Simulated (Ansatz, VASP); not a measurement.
# Two plane-wave programs on LiBe12

```
Be Li
1.0
     4.58000    0.00000    0.00000
     2.29000    3.96640    0.00000
     0.00000    0.00000   16.58843
Be Li
12 1
Direct
  0.00000 0.00000 0.06028
  0.50000 0.00000 0.06028
  0.00000 0.50000 0.06028
  0.50000 0.50000 0.06028
  0.83305 0.33388 0.16783
  0.33475 0.33052 0.16824
  0.83050 0.83450 0.16800
  0.33501 0.83449 0.16801
  0.99858 0.00285 0.27303
  0.50011 0.99979 0.28123
  0.99894 0.49881 0.27399
  0.50223 0.49882 0.27401
  0.15855 0.68223 0.39653
```

Alike in both runs: functional r2SCAN; k mesh 4 × 4 × 1; occupations fermi-dirac, width 0.05 eV; no spin polarisation.

Ansatz relaxed the structure, and its values are those at the end. VASP's run is a single point on that final structure, the one shown.

```csv
,VASP,Ansatz
version,VASP 6.6.1,Ansatz 0.2.0
potentials or method,"VASP PAW PBE potentials, release 64 (Be, Li_sv)","scalar-relativistic, plane waves, PAW"
plane-wave cutoff (eV),520,500
valence electrons in the cell,27,27
```

```csv
,VASP,Ansatz,Ansatz less VASP
rms of the force components (eV/Å),0.025,0.023,-0.0017
```

The functional is the same, so the differences come from potentials, cutoffs and numerics.

Caveats: the k mesh is coarse (spacing up to 0.40 Å⁻¹), so the values aren't converged; the PAW data sets were made with another functional, which shifts forces and pressure a little (VASP).
